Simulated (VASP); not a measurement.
Runs of VASP 6.6.1 on Al. The structure is cubic, space group Fm-3m (No. 225). The conventional cell has a = 3.982 Å, b = 3.982 Å, c = 3.982 Å, α = 90.00°, β = 90.00°, γ = 90.00°. Around Al (site symmetry m-3m) lie 12 Al at 2.82 Å. 

```tsv
task	cell	gap on the mesh (eV)	pressure (GPa)
single point	a relaxed cell with its volume scaled by 0.97	none	(a)
single point	a relaxed cell with its volume scaled by 1.06	none	-4.3
single point	a relaxed cell with its volume scaled by 1.09	none	-6.1
single point	a relaxed cell with its volume scaled by 1.03	none	-2.3
single point	Fm-3m, 15.78 Å³/atom	none	0.0
relaxation of cell and atoms	relaxed	none	0.0
single point	a relaxed cell with its volume scaled by 0.94	none	6.1
single point	a relaxed cell with its volume scaled by 0.91	none	(b)
```

Alike in all rows: level PBE+D3(BJ); potentials or basis VASP PAW PBE potentials, release 64 (Al); no spin polarisation; k mesh 18 × 18 × 18; cutoff (eV) 520; smearing gaussian 0.1 eV.

**Question.** Estimate the missing entries.

**Answer.** (a) 2.8; (b) 10.1.

Caveats: pairwise dispersion overbinds metals, which lowers pressure and volume.

A gap of «none» marks a metal or a gap under the smearing width.
